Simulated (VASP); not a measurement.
RbCl (rock salt), at 1.04 of the tabulated volume:

```xyz
2
Lattice="0.0000 3.3333 3.3333 3.3333 0.0000 3.3333 3.3333 3.3333 0.0000" Properties=species:S:1:pos:R:3 pbc="T T T"
Rb     0.0000     0.0000     0.0000
Cl     3.3333     3.3333     3.3333
```

The lowest empty band near Γ, direction [110], from PBE with spin-orbit coupling in VASP (PAW); its two spin partners are averaged. The gap over the points computed is 4.83 eV, and the next band on that side lies 3.08 eV away at the edge.

Settings: 400 eV cut-off, 8×8×8 Γ-centred mesh, Gaussian smearing of 0.050 eV, potentials Rb_sv Cl.

| distance from the edge in k (1/Å) | distance in energy (meV) |
|---|---|
| 0.025 | 5.5 |
| 0.035 | 10.8 |
| 0.050 | 21.9 |
| 0.070 | 42.8 |

Problem. Fit E(1 + αE) = ħ²k²/2m* (ħ²/2m0 = 3.810 eV Å²) and predict the row at 0.095 1/Å.

Solution. The rows don't resolve α, so a parabola serves: the electron mass is m* = 0.436 m0, and so 78.9 meV. The run gave 78.3 meV, -0.6 meV from the fit.

Left out are points under 3 meV from the edge, since the levels carry 0.1 meV, and points farther than half the way to the next band.

The compound is RbCl in the rock salt structure. The cell was not relaxed at this level.
